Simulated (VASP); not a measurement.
Here is the system:

```
CELL_PARAMETERS angstrom
      4.05705     0.00000     0.00000
     -2.02852     3.51351     0.00000
      0.00000     0.00000     7.19071
ATOMIC_POSITIONS crystal
  Cu 0.66667 0.33333 0.59290
  Cu 0.33333 0.66667 0.40710
  I  0.33333 0.66667 0.76376
  I  0.66667 0.33333 0.23624
```

These are PBEsol GGA with spin-orbit coupling, VASP's PBE PAW potentials (set 64) (plane waves; VASP) values and carry that method's errors. Settings: 400 eV cut-off, 6×6×3 Γ-centred mesh, Gaussian smearing of 0.050 eV, potentials Cu I.

Without a dispersion term in the relaxation, distances and binding between the weakly bound layers, chains or molecules are unreliable, and so is what depends on them.

Task: Give the energies of bands 27 to 40 at the high-symmetry points, in eV from the valence-band maximum.

Result: 
```
band      Γ      M      K      A      L      H
----  -----  -----  -----  -----  -----  -----
27    -0.85  -1.78  -1.94  -1.37  -1.79  -1.95
28    -0.85  -1.78  -1.94  -1.37  -1.79  -1.95
29    -0.80  -1.70  -1.84  -0.72  -1.77  -1.85
30    -0.80  -1.70  -1.84  -0.72  -1.77  -1.85
31    -0.56  -1.69  -1.65  -0.60  -1.57  -1.45
32    -0.56  -1.69  -1.65  -0.60  -1.57  -1.45
33    -0.32  -1.60  -1.52  -0.45  -1.45  -1.36
34    -0.32  -1.60  -1.52  -0.45  -1.45  -1.36
35     0.00  -0.46  -0.85  -0.14  -0.67  -1.08
36     0.00  -0.46  -0.85  -0.14  -0.67  -1.08
37     1.33   2.74   2.44   2.76   2.18   2.82
38     1.33   2.74   2.44   2.76   2.18   2.82
39     2.77   2.81   4.04   2.80   2.47   2.89
40     2.77   2.81   4.04   2.80   2.47   2.89
```

The gap is direct, 1.33 eV, from the valence maximum at Γ to the conduction minimum at Γ.

The structure comes from a computed database's CuI entry (P-3m1); how it stands against other phases isn't given here. It was relaxed first, which changed the volume by -7 %.
